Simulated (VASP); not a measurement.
Calculation: PBEsol GGA, VASP's PBE PAW potentials (set 64) (plane waves; VASP).

VASP ran on this input.

### INCAR
```
# general
SYSTEM  = TiO2
PREC    = Accurate
ENCUT   = 520
LREAL   = .False.   # projection in real space or not
LASPH   = .True.   # aspherical one-centre terms

# electronic loop
EDIFF   = 1E-7   # SCF stop (eV)
NELM    = 100   # most electronic steps
ALGO    = Normal   # blocked Davidson
LMAXMIX = 4   # l cut-off of mixed one-centre charges

# smearing
ISMEAR  = -5   # tetrahedra, Bloechl

# functional
GGA     = PS   # PBEsol

# ions
ISIF    = 2   # forces and stress, cell fixed

# output
LWAVE   = .False.
LCHARG  = .True.
LORBIT  = 11
NEDOS   = 601

# other
LEFG    = .True.
```

### KPOINTS
```
Automatic mesh
0
Gamma
7 7 7
0 0 0
```

File POSCAR:
```
TiO2
1
   -4.3367275261     4.3367275277     1.8816446614
    4.3367275261    -4.3367275277     1.8816446614
    4.3367275277     4.3367275261    -1.8816446614
Ti O
4 8
Direct
  0.2922799946   0.0029338284   0.2952138230
  0.7077200054   0.9970661716   0.7047861770
  0.0029338284   0.7077200054   0.7106538337
  0.9970661716   0.2922799946   0.2893461663
  0.4988935815   0.1508606170   0.6497541985
  0.5011064185   0.8491393830   0.3502458015
  0.1508606170   0.5011064185   0.6519670354
  0.8491393830   0.4988935815   0.3480329646
  0.1614940120   0.8403476873   0.0018416993
  0.8385059880   0.1596523127   0.9981583007
  0.8403476873   0.8385059880   0.6788536753
  0.1596523127   0.1614940120   0.3211463247
```

POTCAR, in this order: Ti_sv O (PBE.64 set). Program: vasp_std.

Output

### OUTCAR
```
 ion  position               nearest neighbor table
   1  0.292  0.003  0.295-  12 1.79   9 1.81   8 1.95   8 1.95   5 2.20   6 2.25
   2  0.708  0.997  0.705-  11 1.79  10 1.81   7 1.95   7 1.95   6 2.20   5 2.25
   3  0.003  0.708  0.711-   9 1.79  11 1.81   5 1.95   5 1.95   7 2.20   8 2.25
   4  0.997  0.292  0.289-  10 1.79  12 1.81   6 1.95   6 1.95   8 2.20   7 2.25
   5  0.499  0.151  0.650-   3 1.95   3 1.95   1 2.20   2 2.25
   6  0.501  0.849  0.350-   4 1.95   4 1.95   2 2.20   1 2.25
   7  0.151  0.501  0.652-   2 1.95   2 1.95   3 2.20   4 2.25
   8  0.849  0.499  0.348-   1 1.95   1 1.95   4 2.20   3 2.25
   9  0.161  0.840  0.002-   3 1.79   1 1.81
  10  0.839  0.160  0.998-   4 1.79   2 1.81
  11  0.840  0.839  0.679-   2 1.79   3 1.81
  12  0.160  0.161  0.321-   1 1.79   4 1.81
  LATTYP: Found a body centered tetragonal cell.
 ALAT       =     8.6734550538
 C/A-ratio  =     0.4338858390
 Subroutine PRICEL returns:
 Original cell was already a primitive cell.
 Subroutine GETGRP returns: Found  8 space group operations
The static configuration has the point symmetry C_4h.
The dynamic configuration has the point symmetry C_4h.
 Subroutine INISYM returns: Found  8 space group operations
 Subroutine IBZKPT returns following result:
 Found     52 irreducible k-points:

...
```

File OSZICAR:
```
       N       E                     dE             d eps       ncg     rms          rms(c)
DAV:   1     0.152218773510E+04    0.15222E+04   -0.48526E+04  5992   0.197E+03
DAV:   2     0.185659484515E+03   -0.13365E+04   -0.12807E+04  6010   0.610E+02
DAV:   3    -0.118270715519E+03   -0.30393E+03   -0.29507E+03  7857   0.249E+02
DAV:   4    -0.141877043061E+03   -0.23606E+02   -0.23556E+02  8768   0.753E+01
DAV:   5    -0.143340996142E+03   -0.14640E+01   -0.14634E+01  9094   0.154E+01    0.482E+01
DAV:   6    -0.113189833068E+03    0.30151E+02   -0.22558E+02  8601   0.103E+02    0.196E+01
DAV:   7    -0.112275360418E+03    0.91447E+00   -0.41422E+01  8542   0.354E+01    0.123E+01
DAV:   8    -0.112017033682E+03    0.25833E+00   -0.61581E+00  8221   0.167E+01    0.423E+00
DAV:   9    -0.111918796959E+03    0.98237E-01   -0.15580E+00  8512   0.792E+00    0.146E+00
DAV:  10    -0.111948286094E+03   -0.29489E-01   -0.23090E-01  8261   0.263E+00    0.914E-01
DAV:  11    -0.111938258940E+03    0.10027E-01   -0.52151E-02  8360   0.143E+00    0.237E-01
DAV:  12    -0.111938498644E+03   -0.23970E-03   -0.13841E-02  8015   0.565E-01    0.142E-01
DAV:  13    -0.111938411103E+03    0.87541E-04   -0.11330E-03  8216   0.209E-01    0.704E-02
DAV:  14    -0.111938441761E+03   -0.30657E-04   -0.52296E-04  7980   0.102E-01    0.206E-02
DAV:  15    -0.111938462487E+03   -0.20727E-04   -0.39615E-05  7472   0.372E-02    0.870E-03
DAV:  16    -0.111938465948E+03   -0.34611E-05   -0.28959E-05  8901   0.291E-02    0.728E-03
DAV:  17    -0.111938465772E+03    0.17613E-06   -0.57805E-06  8448   0.132E-02    0.237E-03
DAV:  18    -0.111938465792E+03   -0.19852E-07   -0.12766E-06  7160   0.597E-03    0.824E-04
DAV:  19    -0.111938465730E+03    0.62666E-07   -0.72114E-08  4256   0.196E-03
   1 F= -.11193847E+03 E0= -.11193847E+03  d E =0.000000E+00
```

**OUTCAR**
```
------------------------ aborting loop because EDIFF is reached ----------------------------------------
  FORCE on cell =-STRESS in cart. coord.  units (eV):
  Direction    XX          YY          ZZ          XY          YZ          ZX
  --------------------------------------------------------------------------------------
  Total        0.0010271      0.0010271      0.1621218      0.0000000      0.0000000      0.0000000
  in kB        0.0116255      0.0116255      1.8349746      0.0000002      0.0000000      0.0000000
  external PRESSURE =       0.6194085 kB  Pullay stress =       0.0000000 kB
  volume of cell :      141.55
      direct lattice vectors                 reciprocal lattice vectors
    -4.336727526  4.336727528  1.881644661     0.000000000  0.115294308  0.265724985
     4.336727526 -4.336727528  1.881644661     0.115294308 -0.000000000  0.265724985
     4.336727528  4.336727526 -1.881644661     0.115294308  0.115294308  0.000000000
 POSITION                                       TOTAL-FORCE (eV/Angst)
 -----------------------------------------------------------------------------------
      0.02545      2.53508      0.00000         0.002118      0.009699     -0.000000
      4.31128      1.80165      1.88164        -0.002118     -0.009699      0.000000
      6.13838      0.02545      0.00000        -0.009699      0.002118      0.000000
     -1.80165      4.31128      1.88164         0.009699     -0.002118     -0.000000
      1.30848      4.32713      0.00000         0.006823      0.002882      0.000000
      3.02824      0.00960      1.88164        -0.006823     -0.002882     -0.000000
      4.34632      1.30848      0.00000        -0.002882      0.006823      0.000000
     -0.00960      3.02824      1.88164         0.002882     -0.006823      0.000000
      2.95199     -2.93602      1.88164        -0.008184     -0.000141      0.000000
      1.38474      7.27274      0.00000         0.008184      0.000141     -0.000000
      2.93602      2.95199      1.88164         0.000141     -0.008184     -0.000000
      1.40071      1.38474     -0.00000        -0.000141      0.008184     -0.000000
 -----------------------------------------------------------------------------------
    total drift:                                0.000000      0.000000     -0.000000
  FREE ENERGIE OF THE ION-ELECTRON SYSTEM (eV)
  ---------------------------------------------------
  free  energy   TOTEN  =      -111.9384657295 eV

  energy  without entropy=     -111.9384657295  energy(sigma->0) =     -111.93846573

 total charge

# of ion       s       p       d       tot
------------------------------------------
    1        2.238   6.300   1.846  10.384
    2        2.238   6.300   1.846  10.384
    3        2.238   6.300   1.846  10.384
    4        2.238   6.300   1.846  10.384
    5        1.560   3.495   0.000   5.055
    6        1.560   3.495   0.000   5.055
    7        1.560   3.495   0.000   5.055
    8        1.560   3.495   0.000   5.055
    9        1.579   3.464   0.000   5.043
   10        1.579   3.464   0.000   5.043
   11        1.579   3.464   0.000   5.043
   12        1.579   3.464   0.000   5.043
--------------------------------------------------
tot         21.510  53.035   7.384  81.930

 Electric field gradients after diagonalization (V/A^2)
 (convention: |V_zz| > |V_xx| > |V_yy|)
----------------------------------------------------------------------
 ion       V_xx      V_yy      V_zz     asymmetry (V_yy - V_xx)/ V_zz
----------------------------------------------------------------------
   1      -7.164    -5.815    12.979       0.104
   2      -7.164    -5.815    12.979       0.104
   3      -7.163    -5.816    12.980       0.104
   4      -7.163    -5.816    12.980       0.104
   5      18.428    11.017   -29.445       0.252
   6      18.428    11.017   -29.445       0.252
   7      18.428    11.017   -29.445       0.252
   8      18.428    11.017   -29.445       0.252
   9       7.910     3.139   -11.049       0.432
  10       7.910     3.139   -11.049       0.432
  11       7.916     3.139   -11.055       0.432
  12       7.916     3.139   -11.055       0.432
```
(Selected blocks of OUTCAR.)

The structure comes from a computed database's TiO2 entry (I4/m); how it stands against other phases isn't given here. It was relaxed first.
